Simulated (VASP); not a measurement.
```
HfN
1.0
    0.00000     2.23005     2.23005
    2.23005     0.00000     2.23005
    2.23005     2.23005     0.00000
Hf N
1 1
Direct
  0.00000   0.00000   0.00000
  0.50000   0.50000   0.50000
```

All values below come from revPBE GGA, VASP's PBE PAW potentials (set 64) (plane waves; VASP). Numerical set-up: 520 eV cut-off, 14×14×14 Γ-centred mesh, first-order Methfessel-Paxton smearing of 0.10 eV, potentials Hf_pv N.

Unless said otherwise, spin-orbit coupling is left out, though it shifts the bands of the heavy elements here.

What does the run give for the energy per atom (σ→0), pressure, band gap (on the k-mesh) with the smallest direct gap where there is one?

The band gap (on the k-mesh) is none (metal, semimetal or under 0.01 eV) and the energy per atom (σ→0) comes out as -1006.6 kJ/mol-atom. The pressure is 18.41 GPa.

Total energies compare only between runs with the same potentials, cut-off and functional.

The compound is HfN in the rock salt structure. This cell is one point of a volume scan, at 0.94 of the reference volume. The electron count is odd and the run is not spin-polarised, which forces a metal.
